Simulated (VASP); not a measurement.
A run of VASP 6.6.1:

The input INCAR:

```
SYSTEM = Pt
PREC = Accurate
ENCUT = 600
EDIFF = 1E-6
ISMEAR = 1
SIGMA = 0.1
LREAL = .False.
LASPH = .True.
NELM = 80
ALGO = Normal
ISIF = 3
LWAVE = .False.
LCHARG = .False.
GGA = PE
IBRION = 2
NSW = 90
EDIFFG = -0.01
```

File KPOINTS:

```
Automatic mesh
0
Gamma
  16 16 16
  0 0 0
```

The input POSCAR:

```
Pt
1.0
    0.0000000000      1.9609000000      1.9609000000
    1.9609000000      0.0000000000      1.9609000000
    1.9609000000      1.9609000000      0.0000000000
Pt
1
Direct
    0.0000000000      0.0000000000      0.0000000000
```

Potentials or basis: VASP PAW PBE potentials, release 64 (Pt).

Launch:

```sh
$ cat potpaw_PBE.64/Pt/POTCAR > POTCAR
$ mpirun -np 1 vasp_std > vasp.out
```

Hardware: 1 thread of Intel(R) Xeon(R) Platinum 8488C (Sapphire Rapids) (shared host).

Task: How long does it take, and how much memory?

Result: Run time: 23 s on 1 thread of Intel(R) Xeon(R) Platinum 8488C (Sapphire Rapids), on a shared host, peak memory 0.16 GiB. Counts: scf iterations 29, k points 145, ion steps 4.
